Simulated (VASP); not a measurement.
Energy against volume of TiAl (L1_0). All values below come from r2SCAN+rVV10, VASP's PBE PAW potentials (set 64) (plane waves; VASP 6.6.1). Numerical set-up: 520 eV cut-off, 13×13×9 Γ-centred mesh, first-order Methfessel-Paxton smearing of 0.10 eV, potentials Ti_sv Al.

Shape and ions are relaxed at each volume.

```tsv
V (Å³/atom)	E (eV/atom)
15.026	-10.09771
15.506	-10.11657
15.985	-10.12259
16.465	-10.11748
```

**Question.** Fit these four points and predict the energy of the run at 16.944 Å³/atom.

**Answer.** A cubic in V^(−2/3), the third-order Birch-Murnaghan form, passes through the four points with V0 = 15.99 Å³/atom and B0 = 124 GPa, and gives -10.1027 eV/atom there. The run gave -10.1027 eV/atom, -0.0 meV/atom from the fit; all five points give B0 = 123 GPa.

The compound is TiAl in the L1_0 structure. It was relaxed first.
